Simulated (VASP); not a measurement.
# Sc2InSb3 (P-4m2) in VASP: density of states with PBE

Aim: the density of states of Sc2InSb3 with PBE.

Everything below comes from runs of VASP 6.6.1. Logs are shortened: lines on timing, memory, paths and dates and some standing lists are left out, and cuts for length are marked.

### Step 1. The structure

The structure is tetragonal, space group P-4m2 (No. 115). The conventional cell has a = 4.215 Å, b = 4.215 Å, c = 8.465 Å, α = 90.00°, β = 90.00°, γ = 90.00°. Around Sc (site symmetry 2mm) lie 7 Sb at 3.02 to 3.24 Å and 2 In at 3.24 Å. Around In (site symmetry -4m2) lie 4 Sb at 2.98 Å and 4 Sc at 3.24 Å. Around Sb (site symmetry -4m2) lie 4 In at 2.98 Å and 4 Sc at 3.24 Å. Around Sb (site symmetry 2mm) lie 5 Sc at 3.02 to 3.03 Å.

The cell was built by a generator and needn't be a form met in nature.

### Step 2. Density of states, PBE

Contents of POSCAR:

```
Sc2InSb3
1.0
    4.2145300000      0.0000000000      0.0000000000
    0.0000000000      4.2145300000      0.0000000000
    0.0000000000      0.0000000000      8.4650900000
Sc In Sb
2 1 3
Direct
    0.0000000000      0.5000000000      0.7087300000
    0.5000000000      0.0000000000      0.2912700000
    0.0000000000      0.0000000000      0.0000000000
    0.5000000000      0.5000000000      0.0000000000
    0.0000000000      0.5000000000      0.3508550000
    0.5000000000      0.0000000000      0.6491450000
```

Contents of INCAR.step1:

```
ALGO     = Normal         # electronic algorithm
EDIFF    = 1E-6           # SCF threshold, eV
ENCUT    = 520            # plane-wave cutoff, eV
GGA      = PE             # functional
ISIF     = 2              # what is computed and relaxed
ISMEAR   = 0              # smearing method
KPAR     = 4            
LASPH    = T              # aspherical terms in the spheres
LCHARG   = T              # write CHGCAR
LMAXMIX  = 4              # l up to which the mixer works
LREAL    = F              # projectors in reciprocal space
LWAVE    = F              # write WAVECAR
NBANDS   = 34             # bands
NELM     = 100            # most SCF steps
PREC     = Accurate       # precision mode
SIGMA    = 0.1            # smearing width, eV
```

Contents of KPOINTS.step1:

```
k-points
0
Gamma
  8 8 4
```

Contents of INCAR.step2:

```
ALGO     = Normal         # electronic algorithm
EDIFF    = 1E-6           # SCF threshold, eV
ENCUT    = 520            # plane-wave cutoff, eV
GGA      = PE             # functional
ICHARG   = 11             # starting density
ISIF     = 2              # what is computed and relaxed
ISMEAR   = -5             # smearing method
KPAR     = 4            
LASPH    = T              # aspherical terms in the spheres
LCHARG   = F              # write CHGCAR
LMAXMIX  = 4              # l up to which the mixer works
LORBIT   = 11             # projections on sites
LREAL    = F              # projectors in reciprocal space
LWAVE    = F              # write WAVECAR
NBANDS   = 34             # bands
NEDOS    = 1001           # points of the DOS
NELM     = 100            # most SCF steps
PREC     = Accurate       # precision mode
SIGMA    = 0.1            # smearing width, eV
```

Contents of KPOINTS.step2:

```
k-points
0
Gamma
  12 12 6
```

Potentials or basis: VASP PAW PBE potentials, release 64 (Sc_sv, In_d, Sb).

The run is started by

```
> cat potpaw_PBE.64/Sc_sv/POTCAR potpaw_PBE.64/In_d/POTCAR potpaw_PBE.64/Sb/POTCAR > POTCAR
> cp INCAR.step1 INCAR
> cp KPOINTS.step1 KPOINTS
> mpirun -np 4 vasp_std > vasp.out
> cp INCAR.step2 INCAR
> cp KPOINTS.step2 KPOINTS
> mpirun -np 4 vasp_std > vasp.out
```

OUTCAR:

```text
EDIFF = 1E-6
   ENCUT = 520
   GGA = PE
   ICHARG = 11
   ISIF = 2
   ISMEAR = -5
   LASPH = T
   LORBIT = 11
   LREAL = F
   NELM = 100
   PREC = Accurate

 ion  position               nearest neighbor table
   1  0.000  0.500  0.709-   6 3.02   6 3.02   6 3.02   6 3.02   5 3.03   3 3.24   4 3.24   4 3.24
                             3 3.24
   2  0.500  0.000  0.291-   5 3.02   5 3.02   5 3.02   5 3.02   6 3.03   3 3.24   3 3.24   4 3.24
                             4 3.24
   3  0.000  0.000  0.000-   4 2.98   4 2.98   4 2.98   4 2.98   2 3.24   2 3.24   1 3.24   1 3.24
                             5 3.64   6 3.64   6 3.64   5 3.64
   4  0.500  0.500  0.000-   3 2.98   3 2.98   3 2.98   3 2.98   2 3.24   1 3.24   1 3.24   2 3.24
                             5 3.64   6 3.64   5 3.64   6 3.64
   5  0.000  0.500  0.351-   2 3.02   2 3.02   2 3.02   2 3.02   1 3.03   3 3.64   4 3.64   4 3.64
                             3 3.64
   6  0.500  0.000  0.649-   1 3.02   1 3.02   1 3.02   1 3.02   2 3.03   4 3.64   4 3.64   3 3.64
                             3 3.64

  LATTYP: Found a simple tetragonal cell.
 ALAT       =     4.2145300000
 C/A-ratio  =     2.0085489960

  Lattice vectors:

 A1 = (   4.2145300000,   0.0000000000,   0.0000000000)
 A2 = (   0.0000000000,   4.2145300000,   0.0000000000)
 A3 = (   0.0000000000,   0.0000000000,   8.4650900000)

Analysis of symmetry for initial positions (statically):
=====================================================================
 Subroutine PRICEL returns:
 Original cell was already a primitive cell.

 Routine SETGRP: Setting up the symmetry group for a
 simple tetragonal supercell.

 Subroutine GETGRP returns: Found  8 space group operations
 (whereof  8 operations were pure point group operations)
 out of a pool of 16 trial point group operations.

The static configuration has the point symmetry D_2d.

Analysis of symmetry for dynamics (positions and initial velocities):
=====================================================================
 Subroutine PRICEL returns:
 Original cell was already a primitive cell.

 Routine SETGRP: Setting up the symmetry group for a
 simple tetragonal supercell.

 Subroutine GETGRP returns: Found  8 space group operations
 (whereof  8 operations were pure point group operations)
 out of a pool of 16 trial point group operations.

The dynamic configuration has the point symmetry D_2d.

 Subroutine INISYM returns: Found  8 space group operations
 (whereof  8 operations are pure point group operations),
 and found     1 'primitive' translations

----------------------------------------------------------------------------------------

                                     Primitive cell

  volume of cell :     150.3592

  direct lattice vectors                    reciprocal lattice vectors
     4.214530000  0.000000000  0.000000000     0.237274382  0.000000000  0.000000000
     0.000000000  4.214530000  0.000000000     0.000000000  0.237274382  0.000000000
     0.000000000  0.000000000  8.465090000     0.000000000  0.000000000  0.118132235

  length of vectors
     4.214530000  4.214530000  8.465090000     0.237274382  0.237274382  0.118132235

  position of ions in fractional coordinates (direct lattice)
     0.000000000  0.500000000  0.708730000
     0.500000000  0.000000000  0.291270000
     0.000000000  0.000000000  0.000000000
     0.500000000  0.500000000  0.000000000
     0.000000000  0.500000000  0.350855000
     0.500000000  0.000000000  0.649145000

  ion indices of the primitive-cell ions
   primitive index   ion index
                 1           1
                 2           2
                 3           3
                 4           4
                 5           5
                 6           6

----------------------------------------------------------------------------------------

 KPOINTS: k-points

Automatic generation of k-mesh.
 Grid dimensions read from file:
 generate k-points for:   12   12    6

 Generating k-lattice:

  Cartesian coordinates                     Fractional coordinates (reciprocal lattice)
     0.019772865  0.000000000  0.000000000     0.083333333  0.000000000  0.000000000
     0.000000000  0.019772865  0.000000000     0.000000000  0.083333333  0.000000000
     0.000000000  0.000000000  0.019688706     0.000000000  0.000000000  0.166666667

  Length of vectors
     0.019772865  0.019772865  0.019688706

  Shift w.r.t. Gamma in fractional coordinates (k-lattice)
     0.000000000  0.000000000  0.000000000

 TETIRR: Found   1296 inequivalent tetrahedra from     5184

 Subroutine IBZKPT returns following result:
 ===========================================

 Found    112 irreducible k-points:

 Following reciprocal coordinates:
            Coordinates               Weight
  0.000000  0.000000  0.000000      1.000000
  0.083333  0.000000  0.000000      4.000000
  0.166667  0.000000  0.000000      4.000000
  0.250000  0.000000  0.000000      4.000000
  0.333333  0.000000  0.000000      4.000000
  0.416667  0.000000  0.000000      4.000000
[... 16 lines left out ...]
  0.333333  0.333333  0.000000      4.000000
  0.416667  0.333333  0.000000      8.000000
 [... further k-points ...]
   k-points           NKPTS =    112   k-points in BZ     NKDIM =    112   number of bands    NBANDS=     34
   number of dos      NEDOS =   1001   number of ions     NIONS =      6
   total plane-waves  NPLWV =  65536
   dimension x,y,z NGX =    32 NGY =   32 NGZ =   64
   dimension x,y,z NGXF=    64 NGYF=   64 NGZF=  128
   ions per type =               2   1   3
   NGX,Y,Z   is equivalent  to a cutoff of  12.62, 12.62, 12.57 a.u.
   NGXF,Y,Z  is equivalent  to a cutoff of  25.25, 25.25, 25.14 a.u.
 SYSTEM =  unknown system
   PREC   = accura    normal or accurate (medium, high low for compatibility)
   ISTART =      0    job   : 0-new  1-cont  2-samecut
   ICHARG =     11    charge: 1-file 2-atom 10-const
   ISPIN  =      1    spin polarized calculation?
   LNONCOLLINEAR =      F non collinear calculations
   LSORBIT =      F    spin-orbit coupling
   LASPH  =      T    aspherical Exc in radial PAW
   ENCUT  =  520.0 eV  38.22 Ry    6.18 a.u.   7.84  7.84 15.74*2*pi/ulx,y,z
   NELM   =    100;   NELMIN=  2; NELMDL=  0     # of ELM steps
   EDIFF  = 0.1E-05   stopping-criterion for ELM
   LREAL  =      F    real-space projection
   EDIFFG = 0.1E-04   stopping-criterion for IOM
   NSW    =      0    number of steps for IOM
   IBRION =     -1    ionic relax: 0-MD 1-quasi-New 2-CG
   NFREE  =      0    steps in history (QN), initial steepest desc. (CG)
   ISIF   =      2    stress and relaxation
   ISYM   =      2    0-nonsym 1-usesym 2-fastsym
   POTIM  = 0.5000    time-step for ionic-motion
   TEBEG  =    0.0;   TEEND  =   0.0 temperature during run
   PSTRESS=    0.0 pullay stress
   NELECT =      50.0000    total number of electrons
   NUPDOWN=      -1.0000    fix difference up-down
   EMIN   =  10.00;   EMAX   =-10.00  energy-range for DOS
   EFERMI =   0.00;   METHOD = LEGACY
   ISMEAR =    -5;   SIGMA  =   0.10  broadening in eV -4-tet -1-fermi 0-gaus
   EFERMI_NEDOS =   21; number of points for ismear=-14 and -15
   IALGO  =     38    algorithm
   IMIX   =      4    mixing-type and parameters
     AMIX     =   0.40;   BMIX     =  1.00
     AMIX_MAG =   1.60;   BMIX_MAG =  1.00
  volume/ion in A,a.u.               =      25.06       169.11
  Fermi-wavevector in a.u.,A,eV,Ry     =   1.134196  2.143320 17.502550  1.286401
  Thomas-Fermi vector in A             =   2.270900
   LORBIT       =     11    0 simple, 1 ext, 2 COOP (PROOUT), +10 PAW based schemes
   GGA     = PE    functional components
   LHFCALC =     F    Hartree Fock is set to
   AEXX    =    0.0000 exact exchange contribution
   IVDW    =     0    specifies the selected vdW correction
   LEPSILON=     F    determine dielectric tensor
   LRPA    =     F    only Hartree local field effects (RPA)
 non-spin polarized calculation
 Fermi weights with tetrahedron method with Bloechl corrections
  energy-cutoff  :      520.00
  volume of cell :      150.36
 maximum number of plane-waves:      4068
 NGX is ok and might be reduce to    32

 number of electron      50.0000020 magnetization

 Free energy of the ion-electron system (eV)
  ---------------------------------------------------
  ext. energy  EPLUGINS =         0.00000000
  ---------------------------------------------------
  free energy    TOTEN  =       -30.47943233 eV

  energy without entropy =      -30.47943233  energy(sigma->0) =      -30.47943233

 E-fermi :   6.9886     XC(G=0): -10.2188

 val. band max:        7.0403595404   @ k =   0.4167   0.0833   0.3333
 cond. band min:       6.9772588468   @ k =   0.0833   0.0833   0.3333
 fundamental gap:     -0.0631006936
 Fermi energy:         6.9886032265

 k-point     1 :       0.0000    0.0000    0.0000
  band No.  band energies     occupation
      1     -42.8545      2.00000
      2     -42.8541      2.00000
      3     -21.5229      2.00000
      4     -21.5144      2.00000
      5     -21.4953      2.00000
      6     -21.4953      2.00000
[... 26 lines left out ...]
     33       9.0089      0.00000
     34       9.8015      0.00000

 k-point     2 :       0.0833    0.0000    0.0000
  band No.  band energies     occupation
      1     -42.8545      2.00000
      2     -42.8541      2.00000
      3     -21.5226      2.00000
      4     -21.5144      2.00000
      5     -21.4964      2.00000
      6     -21.4950      2.00000
[... 26 lines left out ...]
     33       9.0176      0.00000
     34       9.7432      0.00000
[... 775 lines left out ...]
     33       9.4442      0.00000
     34       9.7532      0.00000

 k-point    24 :       0.4167    0.3333    0.0000
  band No.  band energies     occupation
      1     -42.8532      2.00000
      2     -42.8531      2.00000
      3     -21.5166      2.00000
      4     -21.5154      2.00000
      5     -21.5093      2.00000
      6     -21.5050      2.00000
[... 26 lines left out ...]
     33       9.5605      0.00000
     34      10.0109      0.00000

 [... further k-points ...]
[... 5 lines left out ...]
  --------------------------------------------------------------------------------------
  -------------------------------------------------------------------------------------
  Total       -0.2852048     -0.2852048      0.0638711      0.0000000      0.0000000      0.0000000
  in kB       -3.0390477     -3.0390477      0.6805890      0.0000000      0.0000000      0.0000000
  external PRESSURE =      -1.7991688 kB  Pullay stress =       0.0000000 kB

 VOLUME and BASIS-vectors are now :
 -----------------------------------------------------------------------------
  energy-cutoff  :      520.00
  volume of cell :      150.36
      direct lattice vectors                 reciprocal lattice vectors
     4.214530000  0.000000000  0.000000000     0.237274382  0.000000000  0.000000000
     0.000000000  4.214530000  0.000000000     0.000000000  0.237274382  0.000000000
     0.000000000  0.000000000  8.465090000     0.000000000  0.000000000  0.118132235

 POSITION                                       TOTAL-FORCE (eV/Angst)
 -----------------------------------------------------------------------------------
      0.00000      2.10726      5.99946         0.000000     -0.000000     -0.018766
      2.10726      0.00000      2.46563        -0.000000     -0.000000      0.018766
      0.00000      0.00000      0.00000        -0.000000     -0.000000      0.000000
      2.10726      2.10726      0.00000        -0.000000      0.000000      0.000000
      0.00000      2.10726      2.97002         0.000000     -0.000000      0.000217
      2.10726      0.00000      5.49507        -0.000000     -0.000000     -0.000217
 -----------------------------------------------------------------------------------
    total drift:                                0.000000      0.000000     -0.000000

  FREE ENERGIE OF THE ION-ELECTRON SYSTEM (eV)
  ---------------------------------------------------
  free  energy   TOTEN  =       -30.4794323329 eV

  energy  without entropy=      -30.4794323329  energy(sigma->0) =      -30.47943233

 total charge

# of ion       s       p       d       tot
------------------------------------------
    1        2.169   6.093   1.073   9.335
    2        2.169   6.093   1.073   9.335
    3        0.933   0.629   9.868  11.429
    4        1.178   1.219   0.041   2.439
    5        1.150   1.298   0.021   2.469
    6        1.150   1.298   0.021   2.469
--------------------------------------------------
tot          8.750  16.631  12.097  37.478
```

Run time: 69 s. Hardware: 4 MPI ranks of Intel Xeon 6975P-C (Granite Rapids), shared host; peak memory 0.63 GiB.

What came out:

```yaml
Valence_electrons_inside_the_program's_atomic_spheres: Sc 9.34; In 11.43; Sb 2.44, 2.47
```

States per cell in windows of 1 eV (zero at the Fermi level; states under -8 eV left out):
| from (eV) | total | Sc1_d | Sc2_d | Sb5_p | Sb6_p | Sb4_p | In3_s |
| --- | --- | --- | --- | --- | --- | --- | --- |
| -8.0 | 0.00 | 0.00 | 0.00 | 0.00 | 0.00 | 0.00 | 0.00 |
| -7.0 | 0.77 | 0.01 | 0.01 | 0.01 | 0.01 | 0.06 | 0.24 |
| -6.0 | 0.88 | 0.01 | 0.01 | 0.01 | 0.01 | 0.07 | 0.28 |
| -5.0 | 1.07 | 0.02 | 0.02 | 0.05 | 0.05 | 0.11 | 0.07 |
| -4.0 | 3.46 | 0.07 | 0.07 | 0.24 | 0.24 | 0.26 | 0.07 |
| -3.0 | 3.56 | 0.14 | 0.14 | 0.27 | 0.27 | 0.27 | 0.05 |
| -2.0 | 4.80 | 0.40 | 0.40 | 0.46 | 0.46 | 0.21 | 0.05 |
| -1.0 | 3.59 | 0.42 | 0.42 | 0.27 | 0.27 | 0.23 | 0.07 |
| 0.0 | 3.38 | 0.56 | 0.56 | 0.18 | 0.18 | 0.16 | 0.08 |
| 1.0 | 6.49 | 2.07 | 2.07 | 0.08 | 0.08 | 0.07 | 0.05 |
| 2.0 | 8.36 | 2.70 | 2.70 | 0.09 | 0.09 | 0.17 | 0.12 |
| 3.0 | 0.51 | 0.12 | 0.12 | 0.01 | 0.01 | 0.02 | 0.00 |
| 4.0 | 0.00 | 0.00 | 0.00 | 0.00 | 0.00 | 0.00 | 0.00 |
| 5.0 | 0.00 | 0.00 | 0.00 | 0.00 | 0.00 | 0.00 | 0.00 |

Caveat: tetrahedron occupations give inexact forces and stress in metals. The run has no spin-orbit coupling, so splittings on Sb are missing.
